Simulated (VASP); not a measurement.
# V2NiSe4 in VASP: single point with r2SCAN

Aim: the single point of V2NiSe4 with r2SCAN.

Everything below comes from runs of VASP 6.6.1. Logs are shortened: lines on timing, memory, paths and dates and some standing lists are left out, and cuts for length are marked.

## (1) The crystal as given

The cell holds a amorphous, 7 atoms: a = 5.698 Å, b = 4.884 Å, c = 4.893 Å, α = 83.16°, β = 82.31°, γ = 84.78°.

The cell was built by a generator and needn't be a form met in nature.

## (2) Single point, r2SCAN

Input file POSCAR:

```
V2NiSe4
1.0
    5.6576460000      0.2475130000      0.6276620000
    0.1943730000      4.8671360000      0.3606040000
    0.1075900000      0.2183220000      4.8873270000
Ni V Se
1 2 4
Direct
    0.9607760000      0.0394300000      0.1288490000
    0.4449780000      0.2035300000      0.1905930000
    0.7113370000      0.6660480000      0.8894010000
    0.1979600000      0.6285870000      0.9069210000
    0.6526880000      0.1946400000      0.6595410000
    0.3141380000      0.6991250000      0.3910950000
    0.9301440000      0.4985220000      0.3544830000
```

Input file INCAR.step1:

```
  PREC = Accurate
  ENCUT = 520
  ISMEAR = -1
  SIGMA = 0.1
  LREAL = False
  LASPH = True
  NELM = 80
  NBANDS = 39
  GGA = PE
  ALGO = Normal
  EDIFF = 1E-4
  LWAVE = True
  LCHARG = False
```

Input file INCAR.step2:

```
  PREC = Accurate
  ENCUT = 520
  EDIFF = 1E-6
  ISMEAR = -1
  SIGMA = 0.1
  LREAL = False
  LASPH = True
  NELM = 80
  ALGO = Normal
  ISIF = 2
  LWAVE = False
  LCHARG = False
  METAGGA = R2SCAN
  LMIXTAU = True
  NBANDS = 39
  ISTART = 1
```

Input file KPOINTS:

```
Automatic mesh
0
Gamma
  3 4 4
  0.5 0 0
```

Potentials or basis: VASP PAW PBE potentials, release 64 (Ni, V_sv, Se).

On the command line:

```console
cat potpaw_PBE.64/Ni/POTCAR potpaw_PBE.64/V_sv/POTCAR potpaw_PBE.64/Se/POTCAR > POTCAR
cp INCAR.step1 INCAR
mpirun -np 1 vasp_std > vasp.out
cp INCAR.step2 INCAR
mpirun -np 1 vasp_std > vasp.out
```

OUTCAR:

```text
PREC = Accurate
   ENCUT = 520
   EDIFF = 1E-6
   ISMEAR = -1
   LREAL = False
   LASPH = True
   NELM = 80
   ISIF = 2
   METAGGA = R2SCAN
   ISTART = 1

 ion  position               nearest neighbor table
   1  0.961  0.039  0.129-   4 2.58   7 2.60   7 2.75   6 2.84   3 2.85   2 2.96
   2  0.445  0.204  0.191-   6 2.67   5 2.71   5 2.71   6 2.72   4 2.74   1 2.96
   3  0.711  0.666  0.889-   5 2.70   7 2.74   5 2.75   4 2.77   1 2.85
   4  0.198  0.629  0.907-   6 2.51   7 2.55   1 2.58   6 2.61   2 2.74   3 2.77
   5  0.653  0.195  0.660-   7 2.49   3 2.70   2 2.71   2 2.71   3 2.75
   6  0.314  0.699  0.391-   4 2.51   7 2.51   4 2.61   2 2.67   2 2.72   1 2.84
   7  0.930  0.499  0.354-   5 2.49   6 2.51   4 2.55   1 2.60   3 2.74   1 2.75

  LATTYP: Found a triclinic cell.
 ALAT       =     4.8933838301
 B/A-ratio  =     1.4297542152
 C/A-ratio  =     0.9981529068
 COS(alpha) =     0.0092236283
 COS(beta)  =     0.1190706643
 COS(gamma) =     0.5904607712

  Lattice vectors:

 A1 = (  -0.1075900000,  -0.2183220000,  -4.8873270000)
 A2 = (   5.5500560000,   0.0291910000,  -4.2596650000)
 A3 = (  -0.1943730000,  -4.8671360000,  -0.3606040000)

Analysis of symmetry for initial positions (statically):
=====================================================================
 Subroutine PRICEL returns:
 Original cell was already a primitive cell.

 Routine SETGRP: Setting up the symmetry group for a
 triclinic supercell.

 Subroutine GETGRP returns: Found  1 space group operations
 (whereof  1 operations were pure point group operations)
 out of a pool of  2 trial point group operations.

The static configuration has the point symmetry C_1 .

Analysis of symmetry for dynamics (positions and initial velocities):
=====================================================================
 Subroutine PRICEL returns:
 Original cell was already a primitive cell.

 Routine SETGRP: Setting up the symmetry group for a
 triclinic supercell.

 Subroutine GETGRP returns: Found  1 space group operations
 (whereof  1 operations were pure point group operations)
 out of a pool of  2 trial point group operations.

The dynamic configuration has the point symmetry C_1 .

 Subroutine INISYM returns: Found  1 space group operations
 (whereof  1 operations are pure point group operations),
 and found     1 'primitive' translations
[... 93 lines left out ...]
   NGX,Y,Z   is equivalent  to a cutoff of  12.25, 12.25, 12.23 a.u.
   NGXF,Y,Z  is equivalent  to a cutoff of  24.51, 24.51, 24.46 a.u.
 SYSTEM =  unknown system
   PREC   = accura    normal or accurate (medium, high low for compatibility)
   ISTART =      1    job   : 0-new  1-cont  2-samecut
   ICHARG =      0    charge: 1-file 2-atom 10-const
   ISPIN  =      1    spin polarized calculation?
   LNONCOLLINEAR =      F non collinear calculations
   LSORBIT =      F    spin-orbit coupling
   LASPH  =      T    aspherical Exc in radial PAW
   ENCUT  =  520.0 eV  38.22 Ry    6.18 a.u.  10.59  9.08  9.10*2*pi/ulx,y,z
   NELM   =     80;   NELMIN=  2; NELMDL=  0     # of ELM steps
   EDIFF  = 0.1E-05   stopping-criterion for ELM
   LREAL  =      F    real-space projection
[... 7 lines left out ...]
   TEBEG  =    0.0;   TEEND  =   0.0 temperature during run
   PSTRESS=    0.0 pullay stress
   NELECT =      60.0000    total number of electrons
   NUPDOWN=      -1.0000    fix difference up-down
   EMIN   =  10.00;   EMAX   =-10.00  energy-range for DOS
   EFERMI =   0.00;   METHOD = LEGACY
   ISMEAR =    -1;   SIGMA  =   0.10  broadening in eV -4-tet -1-fermi 0-gaus
   EFERMI_NEDOS =   21; number of points for ismear=-14 and -15
   IALGO  =     38    algorithm
   IMIX   =      4    mixing-type and parameters
     AMIX     =   0.40;   BMIX     =  1.00
     AMIX_MAG =   1.60;   BMIX_MAG =  1.00
  volume/ion in A,a.u.               =      19.09       128.80
  Fermi-wavevector in a.u.,A,eV,Ry     =   1.253667  2.369087 21.384010  1.571680
  Thomas-Fermi vector in A             =   2.387509
   LORBIT       =      0    0 simple, 1 ext, 2 COOP (PROOUT), +10 PAW based schemes
   METAGGA = R2SCAN    functional components
   LHFCALC =     F    Hartree Fock is set to
   AEXX    =    0.0000 exact exchange contribution
   IVDW    =     0    specifies the selected vdW correction
   LEPSILON=     F    determine dielectric tensor
   LRPA    =     F    only Hartree local field effects (RPA)
 non-spin polarized calculation
  energy-cutoff  :      520.00
  volume of cell :      133.61
 maximum number of plane-waves:      3614
   NGX = 21   NGY = 19   NGZ = 19

 number of electron      60.0000005 magnetization

 Free energy of the ion-electron system (eV)
  ---------------------------------------------------
  ext. energy  EPLUGINS =         0.00000000
  ---------------------------------------------------
  free energy    TOTEN  =       -94.30255802 eV

  energy without entropy =      -94.03645021  energy(sigma->0) =      -94.16950412

 E-fermi :   6.4311     XC(G=0): -11.2172

 val. band max:        6.4248865000   @ k =   0.1667   0.2500   0.5000
 cond. band min:       6.4449312007   @ k =   0.5000  -0.0000  -0.0000
 fundamental gap:      0.0200447008
 Fermi energy:         6.4311492913

 k-point     1 :       0.1667   -0.0000    0.0000
  band No.  band energies     occupation
      1     -61.0157      2.00000
      2     -60.9907      2.00000
      3     -33.8133      2.00000
      4     -33.7983      2.00000
      5     -33.7583      2.00000
      6     -33.7426      2.00000
[... 997 lines left out ...]
     38       7.9374      0.00000
     39       8.4081      0.00000

 [... further k-points ...]
[... 5 lines left out ...]
  --------------------------------------------------------------------------------------
  -------------------------------------------------------------------------------------
  Total       -1.9975454    -11.5994839      2.8544066      6.6296376     -2.6474128     -3.8065191
  in kB      -23.9539890   -139.0976700     34.2292217     79.5007041    -31.7470114    -45.6466810
  external PRESSURE =     -42.9408124 kB  Pullay stress =       0.0000000 kB

 VOLUME and BASIS-vectors are now :
 -----------------------------------------------------------------------------
  energy-cutoff  :      520.00
  volume of cell :      133.61
      direct lattice vectors                 reciprocal lattice vectors
     5.657646000  0.247513000  0.627662000     0.177449890 -0.006819752 -0.003601750
     0.194373000  4.867136000  0.360604000    -0.008028353  0.206450443 -0.009045620
     0.107590000  0.218322000  4.887327000    -0.022196898 -0.014356796  0.205740800

 POSITION                                       TOTAL-FORCE (eV/Angst)
 -----------------------------------------------------------------------------------
      5.45726      0.45785      1.24699        -0.102951     -0.188112     -0.064218
      2.57759      1.14236      1.28418         0.285593      0.637840     -0.319667
      4.24965      3.61199      5.03345         0.214115     -0.126226      0.910536
      1.33974      3.30642      4.78334         0.255394      0.583216     -1.820197
      3.80147      1.25288      3.70325        -1.376126     -2.262613      1.809065
      1.95525      3.56587      2.36069         2.674158      1.927685     -0.109341
      5.39746      2.73399      2.49606        -1.950183     -0.571789     -0.406177
 -----------------------------------------------------------------------------------
    total drift:                               -0.013531     -0.010634      0.012262

  FREE ENERGIE OF THE ION-ELECTRON SYSTEM (eV)
  ---------------------------------------------------
  free  energy   TOTEN  =       -94.3025580234 eV

  energy  without entropy=      -94.0364502097  energy(sigma->0) =      -94.16950412
```

OSZICAR.step1:

```text
N       E                     dE             d eps       ncg     rms          rms(c)
DAV:   1     0.609388028678E+03    0.60939E+03   -0.30313E+04  2252   0.155E+03
DAV:   2     0.189474038187E+02   -0.59044E+03   -0.57092E+03  2126   0.430E+02
DAV:   3    -0.368713067618E+02   -0.55819E+02   -0.53029E+02  2794   0.129E+02
DAV:   4    -0.392878179168E+02   -0.24165E+01   -0.23743E+01  2626   0.243E+01
DAV:   5    -0.393557840551E+02   -0.67966E-01   -0.67662E-01  2640   0.427E+00    0.224E+01
DAV:   6    -0.729154744565E+02   -0.33560E+02   -0.18953E+02  2776   0.593E+01    0.858E+01
DAV:   7    -0.403007730700E+02    0.32615E+02   -0.10692E+02  2828   0.654E+01    0.218E+01
DAV:   8    -0.357607003417E+02    0.45401E+01   -0.22266E+01  2471   0.571E+01    0.135E+01
DAV:   9    -0.360699728773E+02   -0.30927E+00   -0.93416E+00  2622   0.139E+01    0.134E+01
DAV:  10    -0.347763150521E+02    0.12937E+01   -0.21831E+00  2935   0.150E+01    0.363E+00
DAV:  11    -0.346964621332E+02    0.79853E-01   -0.51388E-01  2702   0.599E+00    0.214E+00
DAV:  12    -0.346736709725E+02    0.22791E-01   -0.88482E-02  3028   0.260E+00    0.604E-01
DAV:  13    -0.346738018527E+02   -0.13088E-03   -0.12032E-02  2801   0.628E-01    0.246E-01
DAV:  14    -0.346735019267E+02    0.29993E-03   -0.35662E-03  2656   0.553E-01    0.163E-01
DAV:  15    -0.346735360902E+02   -0.34164E-04   -0.13553E-03  2223   0.345E-01    0.135E-01
DAV:  16    -0.346734558617E+02    0.80228E-04   -0.28988E-04  1140   0.159E-01
   1 F= -.34673456E+02 E0= -.34523986E+02  d E =-.298939E+00
```

Run time: 6.9 min. Hardware: 1 thread of Intel Xeon Platinum 8559C (Emerald Rapids), shared host; peak memory 0.31 GiB.

Results:

| Item | Value |
| --- | --- |
| Free energy | -94.3026 eV |
| Pressure | -4.3 GPa |
| Largest force | 3.298 eV/Å |
| Band gap on the k mesh | none (metal or under the smearing width) |

Forces in eV/Å, atoms in the order of the input:
```
Ni  -0.103 -0.188 -0.064
V    0.286  0.638 -0.320
V    0.214 -0.126  0.911
Se   0.255  0.583 -1.820
Se  -1.376 -2.263  1.809
Se   2.674  1.928 -0.109
Se  -1.950 -0.572 -0.406
```

Levels at points of the mesh, in eV from the Fermi level:
| k point | band 27 | band 28 | band 29 | band 30 | band 31 | band 32 | band 33 | band 34 |
| --- | --- | --- | --- | --- | --- | --- | --- | --- |
| (0.50, 0.00, 0.00) | -0.77 | -0.61 | -0.39 | 0.01 | 0.19 | 0.32 | 0.64 | 0.79 |
| (0.50, 0.50, 0.00) | -0.90 | -0.66 | -0.48 | -0.44 | 0.19 | 0.42 | 0.59 | 0.71 |
| (0.50, 0.00, 0.50) | -0.96 | -0.84 | -0.56 | -0.29 | 0.02 | 0.24 | 0.42 | 0.69 |
| (0.50, 0.50, 0.50) | -0.97 | -0.86 | -0.61 | -0.13 | 0.02 | 0.31 | 0.38 | 0.41 |

Caveat: the k mesh is coarse (spacing up to 0.37 Å⁻¹), so the values aren't converged; the PAW data sets were made with another functional, which shifts forces and pressure a little; the run has no spin polarisation, though such a crystal can be magnetic.
